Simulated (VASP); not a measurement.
# Pb: Pb into a neighbouring Pb vacancy, part 2 of 4

How hard is this move in Pb: Pb into a neighbouring Pb vacancy? Both ends are relaxed first, then a band of images between them.

VASP 6.6.1; PBEsol; plane waves and PAW (Pb).

So far. Step 2 (Relax the host): The run ended after 2 ionic steps, 0.001 eV below its first step, once forces and stress met EDIFFG = -0.02.

## (3) Relax the start

System of this step: Pb. The cell holds 31 atoms: 31 Pb. Its edges and angles: a = 9.844 Å, b = 9.844 Å, c = 9.844 Å, α = 90.0°, β = 90.0°, γ = 90.0°. It derives from Pb. Nearest the centre at fractional (0.625, 0.125, 0.000): Pb1 at 1.76 Å, Pb2 at 3.00 Å, Pb12 at 3.02 Å, Pb8 at 3.04 Å, Pb23 at 3.05 Å, Pb3 at 3.88 Å, Pb4 at 3.89 Å, Pb5 at 3.89 Å.

A path needs two true minima; the start is relaxed with symmetry off.

INCAR

```
SYSTEM = Pb
PREC = Normal
ENCUT = 280
EDIFF = 1E-05
NELM = 120
ISMEAR = 1
SIGMA = 0.15
LREAL = Auto
ALGO = Fast
GGA = PS
NBANDS = 84
LORBIT = 11
LWAVE = .FALSE.
LCHARG = .FALSE.
KPAR = 6
LASPH = .TRUE.
IBRION = 2
NSW = 60
ISIF = 2
EDIFFG = -0.05
POTIM = 0.4
MAXMIX = 40
ISYM = 0
```

POSCAR

```
Pb
1.0
    9.8443389664      0.0000000000      0.0000000000
    0.0000000000      9.8443389664      0.0000000000
    0.0000000000      0.0000000000      9.8443389664
Pb
31
Direct
    0.7507020973      0.2516692195      0.0006713241
    0.7473524739      0.0018393431      0.2509068655
   -0.0010908873      0.0011806138      0.0007406742
    0.2505975668      0.2500577433      0.0011107155
    0.4985038019      0.4996690282     -0.0009794854
    0.7512166306      0.7500807004     -0.0005941623
    0.2484114556     -0.0005225181      0.2500165419
    0.4994400784      0.2526290517      0.2520452858
    0.7444919359      0.4961622345      0.2496449287
    0.4991422676      0.0004340423      0.5004415166
    0.7543026531      0.2477407914      0.4992328484
    0.7541501448      0.0013138576      0.7513470958
   -0.0010442679      0.4966517301      0.0003402255
    0.2502214757      0.7475064815     -0.0013880600
   -0.0001463657      0.2480806195      0.2498003523
    0.2501939857      0.5000722979      0.2489714055
    0.5012062731      0.7518105166      0.2506518433
   -0.0016623366      0.0014864427      0.4989812622
    0.2517861242      0.2478225305      0.5018578540
    0.4999592386      0.4974630112      0.4993622741
    0.7501099155      0.7505542096      0.4980045626
    0.2477502338      0.0004054808      0.7490517401
    0.5004784590      0.2515430585      0.7466502832
    0.7505168211      0.5024880228      0.7493955372
   -0.0016472708      0.7515282770      0.2505149081
    0.0018200980      0.4992986513      0.4969895017
    0.2497764994      0.7490942446      0.5015751669
    0.0003933892      0.2466867268      0.7475718774
    0.2517955274      0.5013810272      0.7486992659
    0.4999978692      0.7509052381      0.7509516217
    0.0017801951      0.7505210825      0.7498073444
```

KPOINTS

```
Automatic mesh
0
Monkhorst-Pack
2 2 2
0 0 0
```

The projector-augmented-wave data sets are Pb (PBE family, release 64).

Started as:

```sh
$ mpirun -np 6 vasp_std
```

The log of the run:

```text
[banner, memory and clock lines left out]
running    6 mpi-ranks, on    1 nodes
 distrk:  each k-point on    1 cores,    6 groups
 distr:  one band on    1 cores,    1 groups

 POSCAR found type information on POSCAR Pb
 POSCAR found :  1 types and      31 ions
 [... a notice as in an earlier step ...]

 [... a notice as in an earlier step ...]

 LDA part: xc-table for (Slater+PW92), standard interpolation
 POSCAR, INCAR and KPOINTS ok, starting setup
 FFT: planning ... GRIDC
 FFT: planning ... GRID_SOFT
 FFT: planning ... GRID
 WAVECAR not read
 entering main loop
       N       E                     dE             d eps       ncg     rms          rms(c)
DAV:   1     0.388653779418E+03    0.38865E+03   -0.26970E+04   672   0.686E+02
DAV:   2    -0.718434548941E+02   -0.46050E+03   -0.44035E+03   756   0.129E+02
DAV:   3    -0.120812810969E+03   -0.48969E+02   -0.47392E+02   872   0.464E+01
DAV:   4    -0.122324739639E+03   -0.15119E+01   -0.14860E+01   848   0.853E+00
DAV:   5    -0.122362005003E+03   -0.37265E-01   -0.37183E-01   880   0.149E+00    0.278E+01
RMM:   6    -0.121972731672E+03    0.38927E+00   -0.24238E-01   674   0.862E-01    0.167E+01
RMM:   7    -0.121814676375E+03    0.15806E+00   -0.44955E-01   672   0.121E+00    0.130E+00
RMM:   8    -0.121812348205E+03    0.23282E-02   -0.74872E-02   691   0.669E-01    0.702E-01
RMM:   9    -0.121814475797E+03   -0.21276E-02   -0.20213E-02   763   0.282E-01    0.516E-01
RMM:  10    -0.121813980498E+03    0.49530E-03   -0.38099E-03   676   0.125E-01    0.152E-01
RMM:  11    -0.121814069701E+03   -0.89203E-04   -0.89097E-04   708   0.716E-02    0.103E-01
RMM:  12    -0.121814075086E+03   -0.53849E-05   -0.25485E-04   739   0.317E-02    0.811E-02
RMM:  13    -0.121814063077E+03    0.12009E-04   -0.36381E-05   530   0.124E-02    0.746E-02
RMM:  14    -0.121814035461E+03    0.27616E-04   -0.73727E-05   651   0.192E-02    0.344E-02
RMM:  15    -0.121814030477E+03    0.49834E-05   -0.11426E-05   414   0.789E-03
   1 F= -.12181403E+03 E0= -.12179557E+03  d E =-.121814E+03
 curvature:   0.00 expect dE= 0.000E+00 dE for cont linesearch  0.000E+00
 trial: gam= 0.00000 g(F)=  0.180E-01 g(S)=  0.000E+00 ort = 0.000E+00 (trialstep = 0.100E+01)
 search vector abs. value=  0.180E-01
 bond charge predicted
       N       E                     dE             d eps       ncg     rms          rms(c)
DAV:   1    -0.121829939542E+03   -0.15904E-01   -0.13180E-01   784   0.824E-01    0.241E-01
RMM:   2    -0.121830958525E+03   -0.10190E-02   -0.11515E-02   672   0.229E-01    0.917E-02
RMM:   3    -0.121831158577E+03   -0.20005E-03   -0.17743E-03   725   0.864E-02    0.564E-02
RMM:   4    -0.121831172042E+03   -0.13465E-04   -0.24463E-04   732   0.334E-02    0.512E-02
RMM:   5    -0.121831169290E+03    0.27522E-05   -0.53554E-05   557   0.155E-02
   2 F= -.12183117E+03 E0= -.12181302E+03  d E =-.171388E-01
[...]
3 F= -.12187274E+03 E0= -.12185555E+03  d E =-.587132E-01
[...]
4 F= -.12190589E+03 E0= -.12189088E+03  d E =-.918581E-01
[...]
5 F= -.12191723E+03 E0= -.12190383E+03  d E =-.113391E-01
 ZBRENT: can't locate minimum, use default step
 trial-energy change:   -0.011339  1 .order   -0.011400   -0.012715   -0.010086
 step:  11.2000(harm= 13.5414)  dis= 0.03231  next Energy=  -121.936635 (dE=-0.307E-01)
 bond charge predicted
       N       E                     dE             d eps       ncg     rms          rms(c)
DAV:   1    -0.121907767674E+03    0.94593E-02   -0.28472E+00   672   0.391E+00    0.134E+00
RMM:   2    -0.121929393295E+03   -0.21626E-01   -0.24367E-01   672   0.107E+00    0.284E-01
RMM:   3    -0.121933409062E+03   -0.40158E-02   -0.34676E-02   713   0.395E-01    0.208E-01
RMM:   4    -0.121933754535E+03   -0.34547E-03   -0.50304E-03   748   0.149E-01    0.132E-01
RMM:   5    -0.121933746547E+03    0.79886E-05   -0.10180E-03   764   0.689E-02    0.720E-02
RMM:   6    -0.121933752651E+03   -0.61045E-05   -0.23301E-04   745   0.310E-02    0.646E-02
RMM:   7    -0.121933748883E+03    0.37682E-05   -0.43893E-05   561   0.134E-02
   6 F= -.12193375E+03 E0= -.12192445E+03  d E =-.278603E-01
 curvature:  -8.35 expect dE=-0.757E-02 dE for cont linesearch -0.587E-04
 trial: gam=-0.00779 g(F)=  0.906E-03 g(S)=  0.000E+00 ort = 0.203E-03 (trialstep = 0.448E+01)
 search vector abs. value=  0.903E-03
 reached required accuracy - stopping structural energy minimisation
```

It took 71 s on 6 MPI ranks of Intel Xeon Platinum 8559C (Emerald Rapids), shared host; peak memory 1.9 GiB; 6.8 min of CPU time.

OUTCAR, selected parts (step 3):

```text
 Found      4 irreducible k-points:

   k-points           NKPTS =      4   k-points in BZ     NKDIM =      4   number of bands    NBANDS=     84

   dimension x,y,z NGX =    40 NGY =   40 NGZ =   40
   dimension x,y,z NGXF=    80 NGYF=   80 NGZF=   80

   ENCUT  =  280.0 eV  20.58 Ry    4.54 a.u.  13.43 13.43 13.43*2*pi/ulx,y,z

   NELECT =     124.0000    total number of electrons

 E-fermi :   4.5772

 k-point     1 :       0.2500    0.2500    0.2500
  band No.  band energies     occupation
    ...
     58       4.3042      2.02737
     59       4.3827      2.06948
     60       4.3897      2.07073
     61       4.5186      1.60848
     62       4.5247      1.55338
     63       4.6302      0.44103
     64       4.6475      0.29484
     65       4.7425     -0.06551
     66       4.9202     -0.00569
     67       5.0282     -0.00018
    ...

 k-point     2 :      -0.2500    0.2500    0.2500
  band No.  band energies     occupation
    ...
     58       4.3024      2.02649
     59       4.3819      2.06928
     60       4.3923      2.07090
     61       4.5204      1.59274
     62       4.5240      1.56042
     63       4.6352      0.39591
     64       4.6425      0.33438
     65       4.7416     -0.06492
     66       4.9161     -0.00632
     67       5.0307     -0.00016
    ...

  Total       -3.0304433     -3.0091827     -3.1110715      0.0468523      0.0029663     -0.0754976
  in kB       -5.0892884     -5.0535836     -5.2246944      0.0786831      0.0049815     -0.1267896
  external PRESSURE =      -5.1225222 kB  Pullay stress =       0.0000000 kB

  energy-cutoff  :      280.00
  volume of cell :      954.02
      direct lattice vectors                 reciprocal lattice vectors
     9.844338966  0.000000000  0.000000000     0.101581224  0.000000000  0.000000000
     0.000000000  9.844338966  0.000000000     0.000000000  0.101581224  0.000000000
     0.000000000  0.000000000  9.844338966     0.000000000  0.000000000  0.101581224

 POSITION                                       TOTAL-FORCE (eV/Angst)
 -----------------------------------------------------------------------------------
      7.31568      2.41241      9.83927         0.025584      0.016151      0.014582
      7.30283      0.00699      2.39115         0.010855      0.005543      0.019730
      9.84109      0.00342      0.01014        -0.006175      0.003453      0.002784
      2.53485      2.39671      0.00218        -0.030443      0.009771      0.001267
      4.91828      4.93311      9.83184         0.002590      0.002390     -0.003615
      7.32209      7.44456      9.84280         0.018763     -0.010563     -0.002786
      2.51401      9.82524      2.40154        -0.019189      0.013553      0.023154
      4.90575      2.40317      2.40443         0.011040      0.014968      0.022846
      7.34512      4.92565      2.43535        -0.018639     -0.007939     -0.020473
      4.92054      9.84338      4.93475         0.006397      0.008158     -0.001828
      7.36924      2.44949      4.92575        -0.027353     -0.029997     -0.003829
      7.34744      0.00531      7.45675         0.008941     -0.001238     -0.037773
      9.84278      4.90139      9.83791         0.004924     -0.007259     -0.009973
      2.51307      7.42979      9.83848        -0.016267     -0.014755     -0.006178
      9.84182      2.43245      2.43126        -0.006798     -0.024276     -0.010666
      2.47788      4.92239      2.42897         0.019410     -0.009119     -0.015998
      4.91751      7.43971      2.39143         0.001602     -0.011068      0.021154
      0.00049      9.82624      4.91278         0.003668     -0.006048     -0.001507
      2.48400      2.43111      4.92090         0.026418     -0.022053     -0.003984
      4.93150      4.92243      4.92159         0.003880     -0.005445     -0.007440
      7.35353      7.41152      4.91050        -0.011562      0.023390      0.015597
      2.52494      9.84209      7.45065        -0.014032     -0.003470     -0.023418
      4.93544      2.40109      7.43636        -0.003430      0.010374     -0.024428
      7.38184      4.93584      7.39251        -0.027103      0.002101      0.022805
      9.82219      7.39946      2.43706         0.001949      0.021956     -0.018852
      0.00442      4.92408      4.91021         0.002395      0.000042     -0.001130
      2.48360      7.40235      4.91593         0.019611      0.022368      0.014888
      0.00935      2.44030      7.40480        -0.003919     -0.029774      0.025221
      2.49613      4.91764      7.40353         0.016273      0.010578      0.019505
      4.92763      7.45619      7.45231        -0.002502     -0.012032     -0.027776
      0.00719      7.39979      7.40555         0.003114      0.030241      0.018124
 -----------------------------------------------------------------------------------
    total drift:                                0.012250     -0.012367     -0.016337

  FREE ENERGIE OF THE ION-ELECTRON SYSTEM (eV)
  ---------------------------------------------------
  free  energy   TOTEN  =      -121.9337488830 eV

  energy  without entropy=     -121.9058667510  energy(sigma->0) =     -121.92445484

 total charge
# of ion       s       p       d       tot
------------------------------------------
    1        1.727   1.343   0.075   3.145
    2        1.727   1.340   0.075   3.141
    3        1.740   1.367   0.081   3.189
    4        1.726   1.343   0.075   3.144
    5        1.740   1.369   0.082   3.191
    6        1.726   1.346   0.076   3.148
    7        1.726   1.342   0.075   3.144
    8        1.726   1.342   0.075   3.143
    9        1.733   1.331   0.076   3.140
   10        1.740   1.365   0.081   3.186
   11        1.733   1.327   0.075   3.135
   12        1.727   1.342   0.075   3.144
   13        1.718   1.300   0.081   3.098
   14        1.726   1.345   0.076   3.148
   15        1.733   1.329   0.075   3.137
   16        1.734   1.329   0.076   3.138
   17        1.726   1.345   0.076   3.147
   18        1.717   1.297   0.080   3.095
   19        1.733   1.328   0.075   3.136
   20        1.717   1.299   0.080   3.096
   21        1.733   1.331   0.076   3.140
   22        1.726   1.341   0.075   3.143
   23        1.726   1.343   0.075   3.144
   24        1.734   1.330   0.076   3.139
   25        1.733   1.331   0.076   3.140
   26        1.729   1.336   0.074   3.140
   27        1.733   1.329   0.075   3.137
   28        1.733   1.329   0.075   3.138
   29        1.733   1.330   0.075   3.139
   30        1.727   1.341   0.075   3.143
   31        1.733   1.329   0.075   3.138
--------------------------------------------------
tot         53.620  41.398   2.368  97.386

[... 1 part as in an earlier step ...]

[... 5 further parts left out ...]
```

Step by step:

```
step  energy less that of the first step (eV)  largest force (eV/Å)
   1                                   0.0000                0.2211
   2                                  -0.0171                0.1983
   3                                  -0.0587                0.1541
   4                                  -0.0919                0.1029
   5                                  -0.1032                0.0861
   6                                  -0.1197                0.0408
```

The atoms that moved most (Å):

```
atom      dx      dy      dz  length
Pb22   0.086  -0.006   0.077   0.115
Pb23   0.009  -0.075   0.086   0.115
 Pb8  -0.011  -0.084  -0.077   0.114
 Pb1  -0.074  -0.065  -0.012   0.100
Pb12  -0.077  -0.008   0.060   0.098
 Pb2  -0.054  -0.011  -0.079   0.096
 Pb6  -0.073   0.061   0.004   0.095
 Pb4   0.068  -0.065  -0.009   0.094
```

The relaxed structure:

```cif
data_structure
_symmetry_space_group_name_H-M 'P 1'
_symmetry_Int_Tables_number 1
_cell_length_a 9.8443
_cell_length_b 9.8443
_cell_length_c 9.8443
_cell_angle_alpha 90.000
_cell_angle_beta 90.000
_cell_angle_gamma 90.000
_cell_volume 954.02
loop_
_atom_site_label
_atom_site_type_symbol
_atom_site_fract_x
_atom_site_fract_y
_atom_site_fract_z
_atom_site_occupancy
Pb1 Pb 0.74314 0.24506 0.99949 1
Pb2 Pb 0.74183 0.00071 0.24290 1
Pb3 Pb 0.99967 0.00035 0.00103 1
Pb4 Pb 0.25749 0.24346 0.00022 1
Pb5 Pb 0.49961 0.50111 0.99873 1
Pb6 Pb 0.74379 0.75623 0.99984 1
Pb7 Pb 0.25538 0.99806 0.24395 1
Pb8 Pb 0.49833 0.24412 0.24424 1
Pb9 Pb 0.74613 0.50035 0.24739 1
Pb10 Pb 0.49983 0.99990 0.50128 1
Pb11 Pb 0.74858 0.24882 0.50036 1
Pb12 Pb 0.74636 0.00054 0.75747 1
Pb13 Pb 0.99984 0.49789 0.99935 1
Pb14 Pb 0.25528 0.75473 0.99940 1
Pb15 Pb 0.99974 0.24709 0.24697 1
Pb16 Pb 0.25171 0.50002 0.24674 1
Pb17 Pb 0.49953 0.75573 0.24292 1
Pb18 Pb 0.00005 0.99816 0.49905 1
Pb19 Pb 0.25233 0.24696 0.49987 1
Pb20 Pb 0.50095 0.50003 0.49994 1
Pb21 Pb 0.74698 0.75287 0.49881 1
Pb22 Pb 0.25649 0.99977 0.75685 1
Pb23 Pb 0.50135 0.24391 0.75539 1
Pb24 Pb 0.74986 0.50139 0.75094 1
Pb25 Pb 0.99775 0.75165 0.24756 1
Pb26 Pb 0.00045 0.50019 0.49879 1
Pb27 Pb 0.25229 0.75194 0.49937 1
Pb28 Pb 0.00095 0.24789 0.75219 1
Pb29 Pb 0.25356 0.49954 0.75206 1
Pb30 Pb 0.50056 0.75741 0.75701 1
Pb31 Pb 0.00073 0.75168 0.75226 1
```

This step gave:

```
electronic cycles       : 49
electrons               : 124
free energy (TOTEN)     : -121.9337 eV
energy at zero smearing : -121.9245 eV
Fermi energy            : 4.577 eV
```

The run ended after 6 ionic steps, 0.120 eV below its first step, once the forces on the free atoms met EDIFFG = -0.05.

A spacing of under 0.3 eV between levels on this mesh is not given as a gap, since the run was smeared as a metal.

(Part 2 of 4 ends here.)

[Lines on the potential files, build, host, timing and source positions are cut from VASP's logs without a mark.]

[Logs are printed without paths, hosts, clocks, repeated set-up lines and the standing remarks that a program may print on its own settings, such as how far it seeks lower states.]

[Hosts, paths, dates, database ids (printed as entryN), source tags and the programs' standing remarks are cut or masked in the printed files.]

[Runs that stopped without an error message from VASP are left out.]
